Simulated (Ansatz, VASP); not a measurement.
**Two plane-wave programs on RbRu2**

```
Rb Ru
1.0
     4.06480    0.00000    0.00000
    -2.03240    3.52022    0.00000
     0.00000    0.00000    4.38890
Rb Ru
1 2
Direct
  0.00000 0.00000 0.00000
  0.33333 0.66667 0.50000
  0.66667 0.33333 0.50000
```

Alike in both runs: task relaxation of cell and atoms; functional PBE; k mesh 6 × 6 × 4; occupations gaussian, width 0.1 eV; no spin polarisation.

```csv
,VASP,Ansatz
version,VASP 6.6.1,Ansatz 0.2.0
potentials or method,"VASP PAW PBE potentials, release 64 (Rb_sv, Ru_pv)","scalar-relativistic, plane waves, PAW"
plane-wave cutoff (eV),600,420
valence electrons in the cell,37,41
```

|  | VASP | Ansatz | Ansatz less VASP |
| --- | --- | --- | --- |
| gap on the k mesh at the Fermi level, each at its own relaxed structure (eV) | none | none | - |
| relaxed volume (Å³/atom) | 28.10 | 28.10 | +0.004 |
| relaxed cell length with the largest relative difference (Å) | 5.975 | 5.983 | +0.0081 |
| energy change over the relaxation (meV/atom) | -473 | -476 | -3.1 |

A gap of «none» marks a metal or a gap that the smearing closes. The two sets of potentials don't hold the same shells in valence.

Caveats: the volume moved by over 15 % at a fixed basis, so the end points are rough (VASP).
